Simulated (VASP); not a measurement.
```
CELL_PARAMETERS angstrom
      0.00000     3.08965     3.08965
      3.08965     0.00000     3.08965
      3.08965     3.08965     0.00000
ATOMIC_POSITIONS crystal
  In 0.00000 0.00000 0.00000
  As 0.25000 0.25000 0.25000
```

Level of theory: optB88-vdW, VASP's PBE PAW potentials (set 64) (plane waves; VASP 6.6.1). Numerical set-up: 520 eV cut-off, Gaussian smearing of 0.050 eV, potentials In_d As.

Question: Give the energies of bands 7 to 12 at the high-symmetry points, in eV from the Fermi level.

Answer: 
```tsv
band	Γ	X	U	L	W
7	-0.69	-5.61	-5.49	-5.48	-5.49
8	0.00	-2.11	-2.97	-0.90	-2.69
9	0.00	-2.11	-1.77	-0.90	-2.60
10	0.00	1.62	2.07	0.72	3.85
11	3.84	1.99	4.07	4.61	4.25
12	3.84	8.71	6.96	4.61	4.75
```

It has no gap at this level: it comes out as a metal or semimetal.

The compound is InAs in the zinc blende structure. It was relaxed first, which changed the volume by +6 %.
